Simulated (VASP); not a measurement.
```xyz
1
Lattice="-1.6767 1.6767 1.6767 1.6767 -1.6767 1.6767 1.6767 1.6767 -1.6767" Properties=species:S:1:pos:R:3 pbc="T T T"
Li     0.0000     0.0000     0.0000
```

All values below come from LDA (Ceperley-Alder, Perdew-Zunger), VASP's LDA PAW potentials (set 64) (plane waves; VASP). Settings: 520 eV cut-off, 14×14×14 Γ-centred mesh, first-order Methfessel-Paxton smearing of 0.10 eV, potentials Li_sv.

**Question.** What does the run give for the energy per atom (σ→0), band gap (on the k-mesh) with the smallest direct gap where there is one?

**Answer.** 
```
Item                                                         Value
------------------------  ----------------------------------------
band gap (on the k-mesh)  none (metal, semimetal or under 0.01 eV)
energy per atom (σ→0)                               -2.042 eV/atom
```

Only differences to runs with the same potentials and settings are physical.

The compound is Li in the bcc structure. It was relaxed first, which changed the volume by -11 %. The start is the result of an earlier pass.
